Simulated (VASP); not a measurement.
```
CELL_PARAMETERS angstrom
     -1.90353     3.82067     5.08077
      1.90353    -3.82067     5.08077
      1.90353     3.82067    -5.08077
ATOMIC_POSITIONS crystal
  Rb 0.69423 0.19423 0.50000
  Rb 0.30577 0.80577 0.50000
  Pd 0.00000 0.00000 0.00000
  Se 0.21325 0.50000 0.71325
  Se 0.78675 0.50000 0.28675
```

Method: r2SCAN meta-GGA, VASP's PBE PAW potentials (set 64) (plane waves; VASP). Numerical set-up: 400 eV cut-off, 7×7×7 Γ-centred mesh, tetrahedra with Blöchl corrections, potentials Rb_sv Pd Se.

Question: Predict the energy per atom (σ→0), band gap (over mesh and band path) with the smallest direct gap where there is one.

Answer: 
```json
{
 "band gap (over mesh and band path)": "1.13 eV",
 "smallest direct gap (over mesh and band path)": "1.59 eV",
 "energy per atom (σ→0)": "-16.929 eV/atom"
}
```

The absolute energy has meaning only against runs of the same code, potentials and settings.

The structure comes from a computed database's Rb2PdSe2 entry (Immm); how it stands against other phases isn't given here. It was relaxed first.
